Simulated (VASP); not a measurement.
# NiSb: the relaxed cell at several levels, part 3 of 3

Aim: relax NiSb at several levels and hold each cell against experiment. LASPH is on for some levels and off for others; the table marks which. The start is a cell from a database of measured crystal structures.

VASP 6.6.1, plane waves and PAW; the level of theory is named at each step.

Still holding for the runs below: The k-mesh is coarse for a metal.

So far. Step 3 (Relaxation with LDA): It ends at 16.49 Å³/atom, -5.0 % from the start, with -0.07 GPa left. The conventional cell has a = 3.879 and c = 5.064 Å. Step 4 (Relaxation with r2SCAN): It ends at 17.16 Å³/atom, -1.2 % from the start, with 0.01 GPa left. The conventional cell has a = 3.924 and c = 5.147 Å.

## Step 5: Relaxation with PBE + D3(BJ)

This step: PBE with D3(BJ), spin-polarised from a ferromagnetic start; plane waves and PAW (Ni, Sb) (VASP 6.6.1).

A dispersion term adds the long-range attraction that semilocal functionals lack. D3 with Becke-Johnson damping keeps a finite attraction at short range.

File INCAR:

```
SYSTEM = NiSb
PREC = Accurate
ENCUT = 520
EDIFF = 1E-06
NELM = 100
ISMEAR = -1
SIGMA = 0.05
LREAL = .FALSE.
ALGO = Normal
GGA = PE
IVDW = 12
NBANDS = 23
ISPIN = 2
MAGMOM = 1 1 0 0
LMAXMIX = 4
LORBIT = 11
LWAVE = .FALSE.
LCHARG = .FALSE.
KPAR = 2
IBRION = 2
NSW = 60
ISIF = 3
EDIFFG = -0.01
```

File POSCAR:

```
NiSb
1.0
    3.9460000000      0.0000000000      0.0000000000
   -1.9730000000      3.4173362433      0.0000000000
    0.0000000000      0.0000000000      5.1480000000
Ni Sb
2 2
Direct
    0.0000000000      0.0000000000      0.0000000000
    0.0000000000      0.0000000000      0.5000000000
    0.3333333333      0.6666666667      0.2500000000
    0.6666666667      0.3333333333      0.7500000000
```

File KPOINTS:

```
Automatic mesh
0
Gamma
6 6 4
0 0 0
```

The projector-augmented-wave data sets are Ni and Sb (PBE family, release 64).

The run is started by

```console
mpirun -np 2 vasp_std
```

The program printed:

```text
[... set-up lines as in an earlier step ...]
 entering main loop
       N       E                     dE             d eps       ncg     rms          rms(c)
[... 14 cycles as in an earlier step ...]
   1 F= -.22396300E+02 E0= -.22385572E+02  d E =-.223963E+02  mag=     0.0001
[...]
2 F= -.22402185E+02 E0= -.22391666E+02  d E =-.588466E-02  mag=     0.0000
[...]
3 F= -.22409237E+02 E0= -.22398663E+02  d E =-.129364E-01  mag=     0.0000
[...]
4 F= -.22409238E+02 E0= -.22398662E+02  d E =-.129380E-01  mag=    -0.0000
[...]
5 F= -.22409374E+02 E0= -.22398853E+02  d E =-.135602E-03  mag=     0.0000
[...]
6 F= -.22409402E+02 E0= -.22398917E+02  d E =-.163183E-03  mag=     0.0000
[...]
reached required accuracy - stopping structural energy minimisation
```

Wall time 2 min (2 MPI ranks of AMD EPYC 7R43, shared host); peak memory 0.45 GiB; 4.1 min of CPU time.

Parts of OUTCAR (step 5):

```text
 Edisp (eV)   -2.15886

 Edisp (eV)   -2.15873

  Total      -0.02066    -0.02066    -0.02102     0.00000    -0.00000     0.00000
  in kB      -0.48728    -0.48728    -0.49577     0.00000    -0.00000     0.00000
  external pressure =       -0.49 kB  Pullay stress =        0.00 kB

 POSITION                                       TOTAL-FORCE (eV/Angst)
 -----------------------------------------------------------------------------------
     -1.95506      3.38627      5.12920         0.000000      0.000000     -0.000000
     -1.95506      3.38627      2.56460         0.000000      0.000000     -0.000000
     -0.00000      2.25751      1.28230         0.000000      0.000000      0.000000
      1.95506      1.12876      3.84690        -0.000000     -0.000000     -0.000000
 -----------------------------------------------------------------------------------
    total drift:                               -0.000000      0.000000     -0.000000

  FREE ENERGIE OF THE ION-ELECTRON SYSTEM (eV)
  ---------------------------------------------------
  free  energy   TOTEN  =       -22.4094016393 eV

  energy  without entropy=      -22.3884319491  energy(sigma->0) =      -22.39891679

 magnetization (x)
# of ion       s       p       d       tot
------------------------------------------
    1        0.000   0.000   0.000   0.000
    2        0.000   0.000   0.000   0.000
    3       -0.000  -0.000  -0.000  -0.000
    4       -0.000  -0.000  -0.000  -0.000
--------------------------------------------------
tot          0.000   0.000   0.000   0.000

[... 2 parts as in an earlier step ...]

[... 2 further parts left out ...]
[key lines of the parts left out:]
E-fermi :  10.2399
```

The steps of the relaxation:

| step | energy less that of the first step (eV) | largest force (eV/Å) | pressure (GPa) | volume (Å³) |
| --- | --- | --- | --- | --- |
| 1 | 0.0000 | 0.0000 | -2.46 | 69.42 |
| 2 | -0.0059 | 0.0000 | 2.17 | 66.78 |
| 3 | -0.0129 | 0.0000 | 0.09 | 67.85 |
| 4 | -0.0129 | 0.0000 | 0.02 | 67.89 |
| 5 | -0.0131 | 0.0000 | 0.01 | 67.90 |
| 6 | -0.0131 | 0.0000 | -0.05 | 67.91 |

| conventional cell, symmetrised | before | after | change |
| --- | --- | --- | --- |
| a (Å) | 3.946 | 3.910 | -0.9 % |
| b (Å) | 3.946 | 3.910 | -0.9 % |
| c (Å) | 5.148 | 5.129 | -0.4 % |
| volume (Å³/atom) | 17.35 | 16.98 | -2.2 % |

The relaxed structure:

```
Ni Sb
1.0
     3.91012    0.00000    0.00000
    -1.95506    3.38627    0.00000
     0.00000    0.00000    5.12920
Ni Sb
2 2
Direct
  0.00000 0.00000 0.00000
  0.00000 0.00000 0.50000
  0.33333 0.66667 0.25000
  0.66667 0.33333 0.75000
```

It ends at 16.98 Å³/atom, -2.2 % from the start, with -0.05 GPa left. The conventional cell has a = 3.910 and c = 5.129 Å. Against plain PBE, the dispersion term moves a by -1.4 % and c by -1.1 %.

## Step 6: The cells as a table

This step: relaxed cells at several levels; plane waves and PAW (VASP 6.6.1).

No new run; the numbers come from the runs before.

Lengths are those of the conventional cell; cost is the wall time of each run, as given at its step, times its ranks, without the set-up around it; LASPH differs between rows, which moves results and costs too. Results by level, by row:

| level | volume (Å³/atom) | change from the start (%) | a (Å) | c (Å) | largest site moment (μB) | cost (core minutes) | LASPH |
| --- | --- | --- | --- | --- | --- | --- | --- |
| PBE | 17.66 | 1.8 | 3.966 | 5.187 | 0 | 4.53 | off |
| LDA | 16.49 | -5 | 3.879 | 5.064 | 0 | 3.77 | off |
| r2SCAN | 17.16 | -1.2 | 3.924 | 5.147 | 0 | 32.7 | on |
| PBE + D3(BJ) | 16.98 | -2.2 | 3.91 | 5.129 | 0 | 4.1 | off |

## Step 7: Outcome

```yaml
volume_pbe: 17.66 Å³/atom
volume_lda: 16.49 Å³/atom
volume_r2scan: 17.16 Å³/atom
volume_pbe_d3_bj: 16.98 Å³/atom
```

In words: For NiSb the levels give volumes between 16.49 Å³/atom (LDA) and 17.66 Å³/atom (PBE), a spread of 7.1 %, while the cost of the finished runs spans a factor of 8.7. Against the volume of the start, a cell from experiment, r2SCAN comes nearest (-1.2 %) and LDA lies farthest (-5.0 %); thermal expansion is in that cell alone. Within 2 % of it: PBE and r2SCAN. The costs hold the number of ionic steps as well as the price of the functional. Against the listed lengths the levels give a from -1.7 % to +0.5 % and c from -1.6 % to +0.8 %. All runs lost the moments they were started with, so they describe a non-magnetic state; an order that doesn't fit this cell would change the volume. Adding D3(BJ) to PBE changes the volume by -3.9 % (a by -1.4 % and c by -1.1 %). Within 0.02 Å all end in space group P6_3/mmc; the runs can't lower the symmetry of the start. The k-sampling is coarse for a metal, so the Fermi level, moments, pressures and the shape of the cell carry errors. Only the typed magnetic starts were tried, so the magnetic ground state may differ and with it the other results. LASPH is on for some levels and off for others, so differences between them are not the functional's alone. Each is a single relaxation on the plane waves of the start cell, so larger changes of volume carry a basis-set error that was not tested here. Zero-point and thermal expansion are not included.

[Lines on the potential files, build, host, timing and source positions are cut from VASP's logs without a mark.]

[Logs are printed without paths, hosts, clocks, repeated set-up lines and the standing remarks that a program may print on its own settings, such as how far it seeks lower states.]

[Hosts, paths, dates, database ids (printed as entryN), source tags and the programs' standing remarks are cut or masked in the printed files.]

[A measured line is paired with the nearest computed mode of its activity, which favours agreement.]
